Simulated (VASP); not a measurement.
OSZICAR of a VASP run on Hf (space group Fm-3m):

### OSZICAR
```
       N       E                     dE             d eps       ncg     rms          rms(c)
DAV:   1     0.443190083397E-01    0.44319E-01   -0.46268E+03  1584   0.672E+02
DAV:   2    -0.107855319138E+02   -0.10830E+02   -0.10386E+02  2208   0.944E+01
DAV:   3    -0.109718492898E+02   -0.18632E+00   -0.18046E+00  1886   0.919E+00
DAV:   4    -0.109727922445E+02   -0.94295E-03   -0.94274E-03  1900   0.641E-01
DAV:   5    -0.109727995567E+02   -0.73122E-05   -0.73125E-05  1842   0.340E-02    0.460E+01
DAV:   6    -0.107097197844E+02    0.26308E+00   -0.25400E-01  1597   0.401E+00    0.273E+01
DAV:   7    -0.106194659400E+02    0.90254E-01   -0.36460E-01  1606   0.461E+00    0.134E+00
DAV:   8    -0.106147414768E+02    0.47245E-02   -0.20656E-02  1601   0.122E+00    0.117E-01
DAV:   9    -0.106147466745E+02   -0.51977E-05   -0.20959E-04  1658   0.148E-01    0.584E-02
DAV:  10    -0.106147467811E+02   -0.10657E-06   -0.23983E-05  1725   0.396E-02    0.603E-02
DAV:  11    -0.106147459179E+02    0.86314E-06   -0.24480E-06  1571   0.138E-02
   1 F= -.10614746E+02 E0= -.10608603E+02  d E =-.122853E-01
```

### Question
Which electronic solver shows in the log?

### Answer
It is blocked Davidson (ALGO = Normal, or the opening steps of other solvers). The INCAR had ALGO = Normal.

### Question
Can the final energy be trusted as converged?

### Answer
The run converged. It stopped with EDIFF = 1E-6, NELM = 100 (LDA (Ceperley-Alder, Perdew-Zunger), plane waves, VASP's LDA PAW potentials (set 64)).

The structure comes from a measured Hf entry (Fm-3m) of the Crystallography Open Database, whose conditions weren't checked. The cell was not relaxed at this level.
